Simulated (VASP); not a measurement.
Calculation: PBE GGA, VASP's PBE PAW potentials (set 64) (plane waves; VASP).

A VASP calculation is set up with these files.

**INCAR**
```
SYSTEM = NiSi2
PREC = Accurate
ENCUT = 525
EDIFF = 1E-6
NELM = 100
ALGO = Normal
LREAL = .FALSE.
LASPH = .TRUE.
ISMEAR = 1
SIGMA = 0.1
GGA = PE
LMAXMIX = 4
LWAVE = .FALSE.
LCHARG = .FALSE.
ISIF = 2
```

### KPOINTS
```
Automatic mesh
0
Gamma
9 9 9
0 0 0
```

POSCAR:
```
NiSi2
3.9193540
  0.0000000000   0.7075222090   0.7066912047
  0.7052534678   0.0000000000   0.7066912047
  0.7052534678   0.7075222090   0.0000000000
Si Ni
2 1
Cartesian
  0.3526267339   0.3537611045   0.3533456024
  1.0578802017   1.0612833135   1.0600368071
  0.0102529749   0.0000000000  -0.0000000000
```

POTCAR, in this order: Si Ni (PBE.64 set). Program: vasp_std.

Task: Estimate the energy per atom (σ→0), pressure, largest force, band gap (on the k-mesh).

Result: 
```
Item                                                        Result
------------------------  ----------------------------------------
energy per atom (σ→0)                               -5.776 eV/atom
band gap (on the k-mesh)  none (metal, semimetal or under 0.01 eV)
pressure                                                -62.1 kbar
largest force                                           0.305 eV/Å
```

File OSZICAR:
```
...
DAV:   8    -0.173566013100E+02    0.15338E+00   -0.24834E+00  4715   0.277E+01    0.226E+00
DAV:   9    -0.173282809523E+02    0.28320E-01   -0.23504E-01  4211   0.810E+00    0.521E-01
DAV:  10    -0.173280457672E+02    0.23519E-03   -0.44528E-03  4434   0.790E-01    0.317E-01
DAV:  11    -0.173280658849E+02   -0.20118E-04   -0.86728E-04  4025   0.377E-01    0.331E-02
DAV:  12    -0.173280978411E+02   -0.31956E-04   -0.54309E-05  4058   0.845E-02    0.237E-02
DAV:  13    -0.173281014306E+02   -0.35895E-05   -0.38011E-05  3836   0.119E-01    0.114E-02
DAV:  14    -0.173281018489E+02   -0.41827E-06   -0.19009E-06  3281   0.204E-02
   1 F= -.17328102E+02 E0= -.17328347E+02  d E =0.734670E-03
```

The compound is NiSi2 in the fluorite structure. The cell was not relaxed at this level, atoms are displaced from their ideal sites. The run is one of a series of settings (ENCUT = 525 against the base run), some of them coarse on purpose. The run is not spin-polarised, so no magnetic state was tried.
